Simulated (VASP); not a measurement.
Output of a VASP run:

File OSZICAR:
```
       N       E                     dE             d eps       ncg     rms          rms(c)
DAV:   1     0.130354945419E+03    0.13035E+03   -0.98928E+03  1736   0.920E+02
DAV:   2    -0.296246672234E+02   -0.15998E+03   -0.15208E+03  1736   0.242E+02
DAV:   3    -0.386795087614E+02   -0.90548E+01   -0.86191E+01  2320   0.608E+01
DAV:   4    -0.389648378832E+02   -0.28533E+00   -0.28471E+00  1896   0.115E+01
DAV:   5    -0.389769218027E+02   -0.12084E-01   -0.12080E-01  2416   0.209E+00    0.239E+01
DAV:   6    -0.566328840789E+02   -0.17656E+02   -0.14746E+02  2208   0.170E+02    0.461E+01
DAV:   7    -0.357326836913E+02    0.20900E+02   -0.45470E+01  2080   0.129E+02    0.100E+01
DAV:   8    -0.357110833247E+02    0.21600E-01   -0.84223E+00  2568   0.268E+01    0.359E+00
DAV:   9    -0.357337276907E+02   -0.22644E-01   -0.39465E-01  2352   0.608E+00    0.159E+00
DAV:  10    -0.357447511491E+02   -0.11023E-01   -0.17579E-02  2576   0.139E+00    0.975E-01
DAV:  11    -0.357518155406E+02   -0.70644E-02   -0.23495E-02  2456   0.189E+00    0.333E-01
DAV:  12    -0.357536841601E+02   -0.18686E-02   -0.35080E-03  2552   0.604E-01    0.282E-01
DAV:  13    -0.357543537038E+02   -0.66954E-03   -0.68625E-04  2672   0.343E-01    0.171E-01
DAV:  14    -0.357549935314E+02   -0.63983E-03   -0.80204E-04  2608   0.379E-01    0.155E-01
DAV:  15    -0.357554410737E+02   -0.44754E-03   -0.12710E-03  2552   0.454E-01    0.638E-02
DAV:  16    -0.357555544124E+02   -0.11334E-03   -0.23277E-04  2640   0.154E-01    0.455E-02
DAV:  17    -0.357555792436E+02   -0.24831E-04   -0.30262E-05  2624   0.706E-02    0.255E-02
DAV:  18    -0.357555852755E+02   -0.60318E-05   -0.69323E-06  2216   0.278E-02    0.175E-02
DAV:  19    -0.357555887832E+02   -0.35077E-05   -0.15640E-05  2496   0.516E-02    0.474E-03
DAV:  20    -0.357555896349E+02   -0.85171E-06   -0.21157E-06  1056   0.159E-02
   1 F= -.35755590E+02 E0= -.35752842E+02  d E =-.549438E-02  mag=     0.0005
```

File OUTCAR:
```
------------------------ aborting loop because EDIFF is reached ----------------------------------------
  FORCE on cell =-STRESS in cart. coord.  units (eV):
  Direction    XX          YY          ZZ          XY          YZ          ZX
  --------------------------------------------------------------------------------------
  Total       -3.3647475      2.6157488      5.6170495      0.0000000      0.0000000      0.0000000
  in kB      -75.9712246     59.0598963    126.8250087      0.0000000      0.0000000      0.0000000
  external PRESSURE =      36.6378935 kB  Pullay stress =       0.0000000 kB
  volume of cell :       70.96
      direct lattice vectors                 reciprocal lattice vectors
     0.000000000  3.894806000  4.028322000    -0.221103732  0.128376099  0.124121160
     2.261382000  0.000000000  4.028322000     0.221103732 -0.128376099  0.124121160
     2.261382000  3.894806000  0.000000000     0.221103732  0.128376099 -0.124121160
 POSITION                                       TOTAL-FORCE (eV/Angst)
 -----------------------------------------------------------------------------------
      2.26138      5.16841      4.02832         0.000000      0.553809     -0.000000
      2.26138      2.62120      4.02832         0.000000     -0.553809     -0.000000
      3.39207      4.56861      6.04248        -0.000000     -0.553809      0.000000
      3.39207      7.11581      6.04248        -0.000000      0.553809      0.000000
      0.00000      0.00000      0.00000        -0.000000     -0.000000     -0.000000
      1.13069      1.94740      2.01416         0.000000      0.000000      0.000000
 -----------------------------------------------------------------------------------
    total drift:                               -0.000000      0.000000      0.000000
  FREE ENERGIE OF THE ION-ELECTRON SYSTEM (eV)
  ---------------------------------------------------
  free  energy   TOTEN  =       -35.7555896349 eV

  energy  without entropy=      -35.7500952552  energy(sigma->0) =      -35.75284245

 total charge

# of ion       s       p       d       tot
------------------------------------------
    1        0.757   0.869   0.000   1.626
    2        0.757   0.869   0.000   1.626
    3        0.757   0.869   0.000   1.626
    4        0.757   0.869   0.000   1.626
    5        0.382   0.501   7.539   8.423
    6        0.382   0.501   7.539   8.423
--------------------------------------------------
tot          3.791   4.479  15.078  23.349

 magnetization (x)

# of ion       s       p       d       tot
------------------------------------------
    1       -0.000  -0.000   0.000  -0.000
    2       -0.000  -0.000   0.000  -0.000
    3       -0.000  -0.000   0.000  -0.000
    4       -0.000  -0.000   0.000  -0.000
    5        0.000   0.000   0.000   0.000
    6        0.000   0.000   0.000   0.000
--------------------------------------------------
tot          0.000  -0.000   0.000   0.000
```
(Selected blocks of OUTCAR.)

### POSCAR
```
CoSi2
1
    0.0000000000     3.8948060000     4.0283220000
    2.2613820000     0.0000000000     4.0283220000
    2.2613820000     3.8948060000     0.0000000000
Si Co
4 2
Direct
  0.6635000000   0.3365000000   0.6635000000
  0.3365000000   0.6635000000   0.3365000000
  0.5865000000   0.9135000000   0.5865000000
  0.9135000000   0.5865000000   0.9135000000
  0.0000000000   0.0000000000   0.0000000000
  0.2500000000   0.2500000000   0.2500000000
```

### Question
Write an INCAR and KPOINTS that could have produced this output.

### Answer
One answer among several that fit: the input of the run itself, PBE GGA, plane waves, VASP's PBE PAW potentials (set 64).

### KPOINTS
```
Automatic
0
gamma
 4 4 4
0 0 0
```

INCAR:
```
ALGO  =  Normal
EDIFF  =  1E-6
ENCUT  =  300
GGA  =  PE
ISIF  =  2
ISMEAR  =  0
ISPIN  =  2
LASPH  =  .TRUE.
LCHARG  =  .FALSE.
LMAXMIX  =  4
LORBIT  =  11
LREAL  =  .FALSE.
LWAVE  =  .FALSE.
MAGMOM  =  4*0.0 2*3.0
NELM  =  100
PREC  =  Accurate
SIGMA  =  0.05
SYSTEM  =  CoSi2
```

POTCAR, in this order: Si Co (PBE.64 set). Program: vasp_std.

At this cut-off the stress carries a Pulay error, which pulls relaxed volumes low.

The structure was generated: CoSi2 was put into an ordered model structure, which need not be its known phase. The cell was not relaxed at this level. The k-mesh is coarse (spacing up to 0.45 per Å, 2π included), so the numbers may not be converged in it.
